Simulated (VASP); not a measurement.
Data:

```
CELL_PARAMETERS angstrom
      1.62780    -2.81944     0.00000
      1.62780     2.81944     0.00000
      0.00000     0.00000    12.84383
ATOMIC_POSITIONS crystal
  W  0.33333 0.66667 0.25000
  W  0.66667 0.33333 0.75000
  Se 0.33333 0.66667 0.88003
  Se 0.66667 0.33333 0.38003
  Se 0.66667 0.33333 0.11997
  Se 0.33333 0.66667 0.61997
```

Level of theory: LDA (Ceperley-Alder, Perdew-Zunger), VASP's LDA PAW potentials (set 64) (plane waves; VASP 6.6.1). Settings: 520 eV cut-off, Gaussian smearing of 0.050 eV, potentials W_sv Se.

Unless said otherwise, spin-orbit coupling is left out, though it shifts the bands of the heavy elements here.

**Question.** Estimate the band gap (along the path) with the smallest direct gap where there is one.

**Answer.** 
```
Property                                Value
------------------------------------  -------
band gap (along the path)             0.85 eV
smallest direct gap (along the path)  1.61 eV
```

The absolute energy has meaning only against runs of the same code, potentials and settings.

The compound is WSe2 in the 2H layered structure. It was relaxed first.
